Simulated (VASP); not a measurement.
Here is the system:

```
CELL_PARAMETERS angstrom
      4.70686     0.00000     0.00000
      0.00000     4.70686     0.00000
      0.00000     0.00000     4.70686
ATOMIC_POSITIONS crystal
  Fe 0.13474 0.13474 0.13474
  Fe 0.36526 0.86526 0.63474
  Fe 0.63474 0.36526 0.86526
  Fe 0.86526 0.63474 0.36526
  Ge 0.84455 0.84455 0.84455
  Ge 0.65545 0.15545 0.34455
  Ge 0.34455 0.65545 0.15545
  Ge 0.15545 0.34455 0.65545
```

These are r2SCAN meta-GGA, VASP's PBE PAW potentials (set 64) (plane waves; VASP) values and carry that method's errors. Run with 400 eV cut-off, 7×7×7 Γ-centred mesh, tetrahedra with Blöchl corrections, potentials Fe Ge_d.

The run has a spin-polarised start.

Q: Give the spin-up energies of bands 40 to 53 at the high-symmetry points, in eV from the Fermi level.

A: 
| band | Γ | X | M | R | X1 |
|---|---|---|---|---|---|
| 40 | -2.39 | -2.93 | -2.96 | -2.73 | -2.93 |
| 41 | -2.39 | -2.56 | -2.65 | -2.42 | -2.56 |
| 42 | -2.18 | -2.56 | -2.65 | -2.42 | -2.56 |
| 43 | -2.18 | -2.17 | -2.49 | -2.42 | -2.17 |
| 44 | -2.18 | -2.17 | -2.49 | -2.42 | -2.17 |
| 45 | -1.77 | -1.88 | -1.22 | -1.75 | -1.88 |
| 46 | -1.77 | -1.88 | -1.22 | -1.75 | -1.88 |
| 47 | -1.77 | -0.33 | -1.00 | -1.75 | -0.33 |
| 48 | 1.01 | -0.33 | -1.00 | -1.75 | -0.33 |
| 49 | 1.01 | -0.18 | 0.47 | 4.04 | -0.18 |
| 50 | 1.01 | -0.18 | 0.47 | 4.04 | -0.18 |
| 51 | 2.00 | 3.04 | 1.21 | 4.04 | 3.04 |
| 52 | 2.00 | 3.04 | 1.21 | 4.04 | 3.04 |
| 53 | 2.72 | 3.57 | 4.71 | 5.03 | 3.57 |

Q: Give the spin-down energies of bands 40 to 53 at the high-symmetry points, in eV from the Fermi level.

A: 
| band | Γ | X | M | R | X1 |
|---|---|---|---|---|---|
| 40 | 0.54 | -0.44 | -0.55 | -0.01 | -0.44 |
| 41 | 0.54 | 0.46 | -0.25 | 0.01 | 0.46 |
| 42 | 0.54 | 0.46 | -0.25 | 0.01 | 0.46 |
| 43 | 0.80 | 0.69 | 0.54 | 0.01 | 0.69 |
| 44 | 0.80 | 0.69 | 0.54 | 0.01 | 0.69 |
| 45 | 1.54 | 1.05 | 1.34 | 1.12 | 1.05 |
| 46 | 1.54 | 1.05 | 1.34 | 1.12 | 1.05 |
| 47 | 1.54 | 1.97 | 1.40 | 1.12 | 1.97 |
| 48 | 2.37 | 1.97 | 1.40 | 1.12 | 1.97 |
| 49 | 2.37 | 2.23 | 2.26 | 4.26 | 2.23 |
| 50 | 2.37 | 2.23 | 2.26 | 4.26 | 2.23 |
| 51 | 3.50 | 3.96 | 3.17 | 4.26 | 3.96 |
| 52 | 3.50 | 3.96 | 3.17 | 4.26 | 3.96 |
| 53 | 3.95 | 4.56 | 5.07 | 5.57 | 4.56 |

It has no gap at this level: it comes out as a metal or semimetal.

The structure comes from a computed database's FeGe entry (P2_13); how it stands against other phases isn't given here. It was relaxed first.
